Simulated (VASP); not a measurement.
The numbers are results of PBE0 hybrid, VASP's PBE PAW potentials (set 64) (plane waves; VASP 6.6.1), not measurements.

VASP input:

POSCAR:
```
SnTe
1
    0.0000000000     3.1858150000     3.1858150000
    3.1858150000     0.0000000000     3.1858150000
    3.1858150000     3.1858150000     0.0000000000
Sn Te
1 1
Direct
  0.0109510000   0.0045450000  -0.0033620000
  0.4890490000   0.4954550000   0.5033620000
```

KPOINTS:
```
kpoints
0
gamma
 3 3 3
0 0 0
```

**INCAR**
```
LASPH  =  T   # aspherical one-centre terms
GGA  =  PE
HFRCUT  =  -1
PREC  =  Accurate
ISYM  =  3
LCHARG  =  F
SYSTEM  =  SnTe
EDIFF  =  1E-6   # SCF stop (eV)
LMAXMIX  =  4   # l cut-off of mixed one-centre charges
SIGMA  =  0.1
LWAVE  =  F
LREAL  =  F   # projection in real space or not
ALGO  =  Normal   # blocked Davidson
AEXX  =  0.25
ISIF  =  2
ISMEAR  =  1   # Methfessel-Paxton
LHFCALC  =  T
PRECFOCK  =  Fast
NELM  =  100   # most electronic steps
ENCUT  =  300
```

POTCAR, in this order: Sn_d Te (PBE.64 set). Program: vasp_std.

The resulting files:

File OSZICAR:
```
...
DAV:  12    -0.100803446890E+02    0.11195E-03   -0.54737E-05   530   0.481E-02    0.452E-01
DAV:  13    -0.100804841484E+02   -0.13946E-03   -0.17030E-05   464   0.307E-02    0.284E-01
DAV:  14    -0.100804390107E+02    0.45138E-04   -0.81636E-06   458   0.188E-02    0.179E-01
DAV:  15    -0.100804265499E+02    0.12461E-04   -0.68413E-06   464   0.170E-02    0.112E-01
DAV:  16    -0.100803292082E+02    0.97342E-04   -0.10507E-05   438   0.198E-02    0.713E-02
DAV:  17    -0.100804905412E+02   -0.16133E-03   -0.60215E-06   426   0.147E-02    0.452E-02
DAV:  18    -0.100804559201E+02    0.34621E-04   -0.19723E-06   274   0.882E-03    0.299E-02
DAV:  19    -0.100804319148E+02    0.24005E-04   -0.41280E-06   336   0.134E-02    0.202E-02
DAV:  20    -0.100803353929E+02    0.96522E-04   -0.93997E-06   432   0.184E-02    0.137E-02
DAV:  21    -0.100804876889E+02   -0.15230E-03   -0.57661E-06   392   0.135E-02    0.865E-03
DAV:  22    -0.100804471474E+02    0.40541E-04   -0.21659E-06   280   0.872E-03    0.922E-03
DAV:  23    -0.100804292232E+02    0.17924E-04   -0.43910E-06   336   0.134E-02    0.964E-03
DAV:  24    -0.100803314546E+02    0.97769E-04   -0.94819E-06   432   0.183E-02    0.572E-03
DAV:  25    -0.100804904549E+02   -0.15900E-03   -0.56908E-06   392   0.132E-02    0.346E-03
DAV:  26    -0.100804543710E+02    0.36084E-04   -0.18587E-06   274   0.790E-03    0.740E-03
DAV:  27    -0.100804313180E+02    0.23053E-04   -0.40253E-06   336   0.129E-02    0.903E-03
DAV:  28    -0.100803343873E+02    0.96931E-04   -0.91840E-06   432   0.181E-02    0.522E-03
DAV:  29    -0.100804884586E+02   -0.15407E-03   -0.56605E-06   392   0.132E-02    0.352E-03
DAV:  30    -0.100804491320E+02    0.39327E-04   -0.20598E-06   280   0.833E-03    0.735E-03
DAV:  31    -0.100804296633E+02    0.19469E-04   -0.41894E-06   336   0.131E-02    0.911E-03
DAV:  32    -0.100803320772E+02    0.97586E-04   -0.91733E-06   432   0.182E-02    0.513E-03
DAV:  33    -0.100804900168E+02   -0.15794E-03   -0.55760E-06   392   0.132E-02    0.329E-03
DAV:  34    -0.100804532780E+02    0.36739E-04   -0.18796E-06   274   0.794E-03    0.730E-03
DAV:  35    -0.100804309075E+02    0.22370E-04   -0.39670E-06   336   0.129E-02    0.906E-03
DAV:  36    -0.100803338274E+02    0.97080E-04   -0.89708E-06   432   0.182E-02    0.517E-03
DAV:  37    -0.100804888268E+02   -0.15500E-03   -0.55367E-06   392   0.132E-02    0.348E-03
DAV:  38    -0.100804501559E+02    0.38671E-04   -0.19886E-06   280   0.823E-03    0.733E-03
DAV:  39    -0.100804299250E+02    0.20231E-04   -0.40605E-06   336   0.131E-02    0.911E-03
DAV:  40    -0.100803324574E+02    0.97468E-04   -0.89691E-06   432   0.182E-02    0.513E-03
DAV:  41    -0.100804897524E+02   -0.15729E-03   -0.54855E-06   392   0.132E-02    0.334E-03
DAV:  42    -0.100804526175E+02    0.37135E-04   -0.18818E-06   280   0.800E-03    0.731E-03
DAV:  43    -0.100804306741E+02    0.21943E-04   -0.39353E-06   336   0.129E-02    0.907E-03
DAV:  44    -0.100803335123E+02    0.97162E-04   -0.88613E-06   432   0.182E-02    0.516E-03
DAV:  45    -0.100804890360E+02   -0.15552E-03   -0.54668E-06   392   0.132E-02    0.345E-03
DAV:  46    -0.100804507352E+02    0.38301E-04   -0.19463E-06   280   0.817E-03    0.733E-03
DAV:  47    -0.100804300839E+02    0.20651E-04   -0.39956E-06   336   0.130E-02    0.910E-03
DAV:  48    -0.100803326899E+02    0.97394E-04   -0.88734E-06   432   0.182E-02    0.514E-03
DAV:  49    -0.100804895921E+02   -0.15690E-03   -0.54417E-06   392   0.132E-02    0.336E-03
DAV:  50    -0.100804522136E+02    0.37378E-04   -0.18839E-06   280   0.804E-03    0.731E-03
DAV:  51    -0.100804305373E+02    0.21676E-04   -0.39243E-06   336   0.130E-02    0.908E-03
DAV:  52    -0.100803333274E+02    0.97210E-04   -0.88162E-06   432   0.182E-02    0.515E-03
DAV:  53    -0.100804891587E+02   -0.15583E-03   -0.54346E-06   392   0.132E-02    0.343E-03
DAV:  54    -0.100804510745E+02    0.38084E-04   -0.19236E-06   280   0.814E-03    0.732E-03
DAV:  55    -0.100804301808E+02    0.20894E-04   -0.39633E-06   336   0.130E-02    0.910E-03
DAV:  56    -0.100803328309E+02    0.97350E-04   -0.88296E-06   432   0.182E-02    0.514E-03
DAV:  57    -0.100804894952E+02   -0.15666E-03   -0.54228E-06   392   0.132E-02    0.338E-03
DAV:  58    -0.100804519663E+02    0.37529E-04   -0.18864E-06   280   0.806E-03    0.731E-03
DAV:  59    -0.100804304551E+02    0.21511E-04   -0.39208E-06   336   0.130E-02    0.908E-03
DAV:  60    -0.100803332163E+02    0.97239E-04   -0.87982E-06   432   0.182E-02    0.515E-03
DAV:  61    -0.100804892314E+02   -0.15602E-03   -0.54193E-06   392   0.132E-02    0.342E-03
DAV:  62    -0.100804512794E+02    0.37952E-04   -0.19115E-06   280   0.812E-03    0.732E-03
DAV:  63    -0.100804302419E+02    0.21037E-04   -0.39477E-06   342   0.130E-02    0.909E-03
DAV:  64    -0.100803329198E+02    0.97322E-04   -0.88129E-06   438   0.182E-02    0.515E-03
DAV:  65    -0.100804894389E+02   -0.15652E-03   -0.54181E-06   398   0.132E-02    0.339E-03
DAV:  66    -0.100804518224E+02    0.37616E-04   -0.18913E-06   280   0.807E-03    0.732E-03
DAV:  67    -0.100804304108E+02    0.21412E-04   -0.39236E-06   342   0.130E-02    0.909E-03
DAV:  68    -0.100803331529E+02    0.97258E-04   -0.87957E-06   438   0.182E-02    0.516E-03
DAV:  69    -0.100804892822E+02   -0.15613E-03   -0.54156E-06   398   0.132E-02    0.341E-03
DAV:  70    -0.100804514069E+02    0.37875E-04   -0.19054E-06   280   0.812E-03    0.732E-03
DAV:  71    -0.100804302817E+02    0.21125E-04   -0.39381E-06   342   0.130E-02    0.909E-03
DAV:  72    -0.100803329722E+02    0.97310E-04   -0.88023E-06   438   0.182E-02    0.515E-03
DAV:  73    -0.100804894059E+02   -0.15643E-03   -0.54144E-06   398   0.132E-02    0.339E-03
DAV:  74    -0.100804517386E+02    0.37667E-04   -0.18932E-06   280   0.808E-03    0.732E-03
DAV:  75    -0.100804303846E+02    0.21354E-04   -0.39249E-06   342   0.130E-02    0.909E-03
DAV:  76    -0.100803331156E+02    0.97269E-04   -0.87931E-06   438   0.182E-02    0.516E-03
DAV:  77    -0.100804893117E+02   -0.15620E-03   -0.54136E-06   398   0.132E-02    0.341E-03
DAV:  78    -0.100804514863E+02    0.37825E-04   -0.19023E-06   286   0.811E-03    0.732E-03
DAV:  79    -0.100804303082E+02    0.21178E-04   -0.39349E-06   342   0.130E-02    0.909E-03
DAV:  80    -0.100803330039E+02    0.97304E-04   -0.87992E-06   438   0.182E-02    0.515E-03
DAV:  81    -0.100804893822E+02   -0.15638E-03   -0.54138E-06   398   0.132E-02    0.340E-03
DAV:  82    -0.100804516828E+02    0.37699E-04   -0.18957E-06   286   0.808E-03    0.732E-03
DAV:  83    -0.100804303702E+02    0.21313E-04   -0.39266E-06   342   0.130E-02    0.909E-03
DAV:  84    -0.100803330896E+02    0.97281E-04   -0.87923E-06   438   0.182E-02    0.516E-03
DAV:  85    -0.100804893242E+02   -0.15623E-03   -0.54131E-06   398   0.132E-02    0.341E-03
DAV:  86    -0.100804515261E+02    0.37798E-04   -0.19007E-06   286   0.810E-03    0.732E-03
DAV:  87    -0.100804303212E+02    0.21205E-04   -0.39327E-06   342   0.130E-02    0.909E-03
DAV:  88    -0.100803330227E+02    0.97299E-04   -0.87971E-06   438   0.182E-02    0.516E-03
DAV:  89    -0.100804893690E+02   -0.15635E-03   -0.54125E-06   398   0.132E-02    0.340E-03
DAV:  90    -0.100804516437E+02    0.37725E-04   -0.18961E-06   286   0.809E-03    0.732E-03
DAV:  91    -0.100804303574E+02    0.21286E-04   -0.39267E-06   342   0.130E-02    0.909E-03
DAV:  92    -0.100803330736E+02    0.97284E-04   -0.87922E-06   438   0.182E-02    0.516E-03
DAV:  93    -0.100804893327E+02   -0.15626E-03   -0.54122E-06   398   0.132E-02    0.341E-03
DAV:  94    -0.100804515488E+02    0.37784E-04   -0.18997E-06   286   0.810E-03    0.732E-03
DAV:  95    -0.100804303284E+02    0.21220E-04   -0.39317E-06   342   0.130E-02    0.909E-03
DAV:  96    -0.100803330332E+02    0.97295E-04   -0.87953E-06   438   0.182E-02    0.516E-03
DAV:  97    -0.100804893588E+02   -0.15633E-03   -0.54122E-06   398   0.132E-02    0.340E-03
DAV:  98    -0.100804516172E+02    0.37742E-04   -0.18972E-06   286   0.809E-03    0.732E-03
DAV:  99    -0.100804303482E+02    0.21269E-04   -0.39280E-06   342   0.130E-02    0.909E-03
DAV: 100    -0.100803330634E+02    0.97285E-04   -0.87924E-06   438   0.182E-02
   1 F= -.10080333E+02 E0= -.10081026E+02  d E =0.207983E-02
```

OUTCAR:
```
------------------------ aborting loop EDIFF was not reached (unconverged)  ----------------------------
  FORCE on cell =-STRESS in cart. coord.  units (eV):
  Direction    XX          YY          ZZ          XY          YZ          ZX
  --------------------------------------------------------------------------------------
  Total       -0.5012553     -0.4685224     -0.3667834      0.0264739     -0.0136540     -0.0321523
  in kB      -12.4187500    -11.6077821     -9.0871679      0.6558977     -0.3382814     -0.7965827
  external PRESSURE =     -11.0379000 kB  Pullay stress =       0.0000000 kB
  volume of cell :       64.67
      direct lattice vectors                 reciprocal lattice vectors
     0.000000000  3.185815000  3.185815000    -0.156945711  0.156945711  0.156945711
     3.185815000  0.000000000  3.185815000     0.156945711 -0.156945711  0.156945711
     3.185815000  3.185815000  0.000000000     0.156945711  0.156945711 -0.156945711
 POSITION                                       TOTAL-FORCE (eV/Angst)
 -----------------------------------------------------------------------------------
      3.18958      3.20999      0.04937         0.011809      0.071777      0.136878
      3.18205      3.16164      3.13645        -0.011809     -0.071777     -0.136878
 -----------------------------------------------------------------------------------
    total drift:                               -0.000232     -0.000731     -0.000109
  FREE ENERGIE OF THE ION-ELECTRON SYSTEM (eV)
  ---------------------------------------------------
  free  energy   TOTEN  =       -10.0803330634 eV

  energy  without entropy=      -10.0824128938  energy(sigma->0) =      -10.08102634

  exchange ACFDT corr.  =         0.00000000  see jH, gK, PRB 81, 115126
```
(Selected blocks of OUTCAR.)

### stdout
```
...
DAV:  81    -0.100804893822E+02   -0.15638E-03   -0.54138E-06   398   0.132E-02    0.340E-03
DAV:  82    -0.100804516828E+02    0.37699E-04   -0.18957E-06   286   0.808E-03    0.732E-03
DAV:  83    -0.100804303702E+02    0.21313E-04   -0.39266E-06   342   0.130E-02    0.909E-03
DAV:  84    -0.100803330896E+02    0.97281E-04   -0.87923E-06   438   0.182E-02    0.516E-03
DAV:  85    -0.100804893242E+02   -0.15623E-03   -0.54131E-06   398   0.132E-02    0.341E-03
DAV:  86    -0.100804515261E+02    0.37798E-04   -0.19007E-06   286   0.810E-03    0.732E-03
DAV:  87    -0.100804303212E+02    0.21205E-04   -0.39327E-06   342   0.130E-02    0.909E-03
DAV:  88    -0.100803330227E+02    0.97299E-04   -0.87971E-06   438   0.182E-02    0.516E-03
DAV:  89    -0.100804893690E+02   -0.15635E-03   -0.54125E-06   398   0.132E-02    0.340E-03
DAV:  90    -0.100804516437E+02    0.37725E-04   -0.18961E-06   286   0.809E-03    0.732E-03
DAV:  91    -0.100804303574E+02    0.21286E-04   -0.39267E-06   342   0.130E-02    0.909E-03
DAV:  92    -0.100803330736E+02    0.97284E-04   -0.87922E-06   438   0.182E-02    0.516E-03
DAV:  93    -0.100804893327E+02   -0.15626E-03   -0.54122E-06   398   0.132E-02    0.341E-03
DAV:  94    -0.100804515488E+02    0.37784E-04   -0.18997E-06   286   0.810E-03    0.732E-03
DAV:  95    -0.100804303284E+02    0.21220E-04   -0.39317E-06   342   0.130E-02    0.909E-03
DAV:  96    -0.100803330332E+02    0.97295E-04   -0.87953E-06   438   0.182E-02    0.516E-03
DAV:  97    -0.100804893588E+02   -0.15633E-03   -0.54122E-06   398   0.132E-02    0.340E-03
DAV:  98    -0.100804516172E+02    0.37742E-04   -0.18972E-06   286   0.809E-03    0.732E-03
DAV:  99    -0.100804303482E+02    0.21269E-04   -0.39280E-06   342   0.130E-02    0.909E-03
DAV: 100    -0.100803330634E+02    0.97285E-04   -0.87924E-06   438   0.182E-02

 -----------------------------------------------------------------------------
|                                                                             |
|           W    W    AA    RRRRR   N    N  II  N    N   GGGG   !!!           |
|           W    W   A  A   R    R  NN   N  II  NN   N  G    G  !!!           |
|           W    W  A    A  R    R  N N  N  II  N N  N  G       !!!           |
|           W WW W  AAAAAA  RRRRR   N  N N  II  N  N N  G  GGG   !            |
|           WW  WW  A    A  R   R   N   NN  II  N   NN  G    G                |
|           W    W  A    A  R    R  N    N  II  N    N   GGGG   !!!           |
|                                                                             |
|     The electronic self-consistency was not achieved in the given           |
|     number of steps (NELM). The forces and other quantities evaluated       |
|     might not be reliable so examine the results carefully. If you find     |
|     spurious results, we suggest increasing NELM, if you were close to      |
|     convergence or switching to a different ALGO or adjusting the           |
|     density mixing parameters otherwise.                                    |
|                                                                             |
 -----------------------------------------------------------------------------

   1 F= -.10080333E+02 E0= -.10081026E+02  d E =0.207983E-02
```

Convergence was not reached.

At this cut-off the stress carries a Pulay error, which pulls relaxed volumes low.

The structure comes from a computed database's SnTe entry; how it stands against other phases isn't given here. The cell was not relaxed at this level, atoms are displaced from their ideal sites. The k-mesh is coarse (spacing up to 0.57 per Å, 2π included), so the numbers may not be converged in it. The run is one of a series of settings (AEXX = 0.25, GGA = PE, HFRCUT = -1, ISYM = 3, LHFCALC = .TRUE., PRECFOCK = Fast, KPOINTS 3×3×3 Γ-centred mesh against the base run), some of them coarse on purpose.
